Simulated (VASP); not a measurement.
All values below come from PBE GGA, VASP's PBE PAW potentials (set 64) (plane waves; VASP 6.6.1).

The input files of a VASP run:

**INCAR**
```
! general
SYSTEM  =  CaO
PREC    =  Accurate
ENCUT   =  520
LREAL   =  F
LASPH   =  T

! electronic loop
EDIFF   =  1E-6
NELM    =  100
ALGO    =  Normal

! smearing
ISMEAR  =  0
SIGMA   =  0.05

! functional
GGA     =  PE

! ions
ISIF    =  2

! output
LWAVE   =  F
LCHARG  =  F
```

KPOINTS:
```
Automatic
0
Gamma
  5 5 5
0 0 0
```

File POSCAR:
```
CaO
3.4011840
  0.0000000000   0.7071067017   0.7071067017
  0.7071067017   0.0000000000   0.7071067017
  0.7071067017   0.7071067017   0.0000000000
Ca O
1 1
direct
  0.0000000000   0.0000000000   0.0000000000
  0.5000000000   0.5000000000   0.5000000000
```

POTCAR, in this order: Ca_sv O (PBE.64 set). Program: vasp_std.

The resulting files:

File OSZICAR:
```
       N       E                     dE             d eps       ncg     rms          rms(c)
DAV:   1     0.135716287170E+03    0.13572E+03   -0.89433E+03   240   0.140E+03
DAV:   2    -0.619501055808E+01   -0.14191E+03   -0.13057E+03   272   0.329E+02
DAV:   3    -0.142317460277E+02   -0.80367E+01   -0.79616E+01   316   0.820E+01
DAV:   4    -0.145092430842E+02   -0.27750E+00   -0.27734E+00   324   0.144E+01
DAV:   5    -0.145133327761E+02   -0.40897E-02   -0.40895E-02   308   0.203E+00    0.857E+00
DAV:   6    -0.128445501290E+02    0.16688E+01   -0.88040E+00   276   0.275E+01    0.363E+00
DAV:   7    -0.128019438036E+02    0.42606E-01   -0.71550E-01   316   0.837E+00    0.174E+00
DAV:   8    -0.128027073892E+02   -0.76359E-03   -0.81263E-02   268   0.327E+00    0.417E-01
DAV:   9    -0.128008464193E+02    0.18610E-02   -0.23540E-02   296   0.125E+00    0.135E-01
DAV:  10    -0.128013318819E+02   -0.48546E-03   -0.22532E-03   252   0.463E-01    0.269E-02
DAV:  11    -0.128013701198E+02   -0.38238E-04   -0.38025E-04   336   0.158E-01    0.299E-02
DAV:  12    -0.128013544309E+02    0.15689E-04   -0.69358E-05   284   0.881E-02    0.375E-03
DAV:  13    -0.128013543611E+02    0.69721E-07   -0.37117E-06   292   0.216E-02
   1 F= -.12801354E+02 E0= -.12801354E+02  d E =-.872725E-18
```

OUTCAR:
```
------------------------ aborting loop because EDIFF is reached ----------------------------------------
  FORCE on cell =-STRESS in cart. coord.  units (eV):
  Direction    XX          YY          ZZ          XY          YZ          ZX
  --------------------------------------------------------------------------------------
  Total        0.3456907      0.3456907      0.3456907      0.0000000      0.0000000      0.0000000
  in kB       19.9077888     19.9077888     19.9077888      0.0000000      0.0000000      0.0000000
  external PRESSURE =      19.9077888 kB  Pullay stress =       0.0000000 kB
  volume of cell :       27.82
      direct lattice vectors                 reciprocal lattice vectors
     0.000000000  2.405000000  2.405000000    -0.207900208  0.207900208  0.207900208
     2.405000000  0.000000000  2.405000000     0.207900208 -0.207900208  0.207900208
     2.405000000  2.405000000  0.000000000     0.207900208  0.207900208 -0.207900208
  FREE ENERGIE OF THE ION-ELECTRON SYSTEM (eV)
  ---------------------------------------------------
  free  energy   TOTEN  =       -12.8013543611 eV

  energy  without entropy=      -12.8013543611  energy(sigma->0) =      -12.80135436
```
(Selected blocks of OUTCAR.)

The compound is CaO in the rock salt structure. The cell was not relaxed at this level. The k-mesh is coarse (spacing up to 0.45 per Å, 2π included), so the numbers may not be converged in it. The run is one of a series of settings (KPOINTS 5×5×5 Γ-centred mesh against the base run), some of them coarse on purpose.
